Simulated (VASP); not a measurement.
The system is TiN.

```
Ti N
1.0
     0.00000    2.12000    2.12000
     2.12000    0.00000    2.12000
     2.12000    2.12000    0.00000
Ti N
1 1
Cartesian
  0.0000 0.0000 0.0000
  2.1200 2.1200 2.1200
```

The cell was built by a generator and isn't the measured one.

Base run:

| Quantity | Value |
| --- | --- |
| Program | VASP 6.6.1 |
| Functional | PBEsol |
| Potentials or basis | VASP PAW PBE potentials, release 64 (Ti_sv, N) |
| Cutoff | 520 eV |
| k mesh | 20 × 20 × 20 |
| Occupations | fermi-dirac, width 0.05 eV |
| Spin | no spin polarisation |

Its results: band gap on the k mesh none (metal or under the smearing width); pressure -6.8 GPa.

Q: The run is repeated on the same cell with these changes: functional from PBEsol to LDA; potentials or basis from VASP PAW PBE potentials, release 64 (Ti_sv, N) to VASP PAW LDA potentials, release 64 (Ti_sv, N). What comes out?

A: Band gap on the k mesh none (metal or under the smearing width); pressure -13.1 GPa.

Caveats: the PAW data sets were made with another functional, which shifts forces and pressure a little (some runs).
